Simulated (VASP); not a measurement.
## Ir: stress against strain

Ir (fcc, Fm-3m, 13.924 Å³/atom and stress up to 0.14 GPa in the relaxed cell, cube axes along x, y and z) under an equal strain ε along x and y, with z held. LDA in VASP (plane waves, PAW), 480 eV, 20×20×20 Γ-centred mesh, Methfessel-Paxton smearing 0.10 eV. Stress is positive for a compressed cell.

Here s stands for strain and y for stress xx.

| strain (%) | stress xx (GPa) |
|---|---|
| -3.00 | ? |
| -1.50 | 15.35 |
| -1.00 | 9.89 |
| -0.50 | 4.73 |
| 0.00 | -0.14 |
| 0.50 | -4.73 |
| 1.00 | -9.05 |
| 1.50 | -13.11 |

Fit y of the 7 rows that show it with a straight line. Means: s 0, y 0.420. About the means, the sum of products is -66.360 and the sum of squares of s is 7.0000; the slope is their ratio. Least squares gives y = 0.420 - 9.4800·s. Residuals (row less fit): 0.710, -0.010, -0.430, -0.560, -0.410, 0.010, 0.690; standard error 0.574 (degrees of freedom: 5). The slope gives the elastic constants C11 + C12 = about 950 GPa.

Problem. What does the fit predict for y at s = -3.00, and how far is the calculated value from it?

Solution. y = 0.420 - 9.4800 × (-3.0) = 28.860 GPa. The calculation gives 33.76 GPa, 4.900 GPa above the prediction (10.5 % of the range of y in the table). The row lies outside the fitted rows, so this is an extrapolation. From the scatter of the fitted rows alone, a prediction at this place has a standard error of 0.894 GPa, so the miss is 5.5 times that.

A polynomial of degree 2 through the 12 other runs of the series gives 33.46 there, so most of the miss is curvature that the fit leaves out. In a metal these values are sensitive to mesh and smearing; energies are taken to zero smearing, stresses follow the free energy. The runs aren't spin-polarised. Spin-orbit coupling is left out, which can shift these values for the heavy elements here. Rows are the converged runs of the series near zero and its far end; series whose fitted rows scatter by over a few per cent of the range, as at a crossing or softening among them, aren't shown in this form, nor equations of state whose B0' disagrees with the runs' pressures. Most that stay on the fit to the last digits aren't either.
